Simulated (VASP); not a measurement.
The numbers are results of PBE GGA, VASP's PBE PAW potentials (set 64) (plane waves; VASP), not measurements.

A VASP calculation is set up with these files.

**INCAR**
```
SYSTEM = Rh
PREC = Accurate; ENCUT = 480; LREAL = .FALSE.
LASPH = .TRUE.
EDIFF = 1E-6; NELM = 100; ALGO = Normal
LMAXMIX = 4
ISMEAR = 1; SIGMA = 0.1
GGA = PE
IBRION = 2; NSW = 60; ISIF = 3
EDIFFG = -0.01
LWAVE = .FALSE.; LCHARG = .FALSE.
```

### POSCAR
```
Rh
1
    0.0000000000     1.9151671844     1.9151671844
    1.9151671844     0.0000000000     1.9151671844
    1.9151671844     1.9151671844    -0.0000000000
Rh
1
Direct
  0.0000000000   0.0000000000   0.0000000000
```

**KPOINTS**
```
Automatic mesh
0
Gamma
15 15 15
0 0 0
```

POTCAR, in this order: Rh_pv (PBE.64 set). Program: vasp_std.

Q: What does the run give for the energy per atom (σ→0), volume per atom, band gap (on the k-mesh)?

A: 
| Item | Value |
|---|---|
| energy per atom (σ→0) | -7.258 eV/atom |
| band gap (on the k-mesh) | none (metal, semimetal or under 0.01 eV) |
| volume per atom | 14.04 Å³/atom |

**OSZICAR**
```
...
   2 F= -.72581862E+01 E0= -.72581651E+01  d E =0.134712E-04
       N       E                     dE             d eps       ncg     rms          rms(c)
DAV:   1    -0.725859096092E+01   -0.40446E-03   -0.57344E-03  2754   0.126E+00    0.138E-01
DAV:   2    -0.725820746441E+01    0.38350E-03   -0.95089E-04  2712   0.467E-01    0.247E-02
DAV:   3    -0.725820301530E+01    0.44491E-05   -0.11372E-05  2874   0.454E-02    0.145E-02
DAV:   4    -0.725820099127E+01    0.20240E-05   -0.29596E-06  2731   0.240E-02    0.115E-03
DAV:   5    -0.725820115435E+01   -0.16308E-06   -0.78445E-08  1410   0.451E-03
   3 F= -.72582012E+01 E0= -.72581797E+01  d E =-.148269E-05
```

The compound is Rh in the fcc structure. This run relaxes it. Symmetry was kept, so distortions that lower it aren't found. The start is the result of an earlier pass.
